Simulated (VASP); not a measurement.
Data:

```yaml
crystal:
  lattice:
    - [5.11702, 2.55234, 2.55234]
    - [2.55234, 5.11702, 2.55234]
    - [2.55234, 2.55234, 5.11702]
  atoms:
    - { symbol: Mn, position: [0.00000, 0.00000, 0.00000], spin: 5.0 }
    - { symbol: Mn, position: [0.50000, 0.50000, 0.50000], spin: -5.0 }
    - { symbol: S, position: [0.25000, 0.25000, 0.25000] }
    - { symbol: S, position: [0.75000, 0.75000, 0.75000] }
```

Method: PBE GGA, VASP's PBE PAW potentials (set 64) (plane waves; VASP 6.6.1). Numerical set-up: 400 eV cut-off, 7×7×7 Γ-centred mesh, Gaussian smearing of 0.050 eV, potentials Mn_pv S.

What does the run give for the cell moment, energy per atom (σ→0)?

| Item | Value |
|---|---|
| cell moment | 0.00 μB |
| energy per atom (σ→0) | -7.109 eV/atom |

Give the moment on each site (PAW-sphere projection).

```json
[
 {"site": "Mn1", "moment (μB)": "4.14"},
 {"site": "Mn2", "moment (μB)": "-4.14"},
 {"site": "S3", "moment (μB)": "0.00"},
 {"site": "S4", "moment (μB)": "0.00"}
]
```

The compound is MnS in the rock salt, AFM-II order structure. It was relaxed first, which changed the volume by -5 %. The start is the result of an earlier pass.
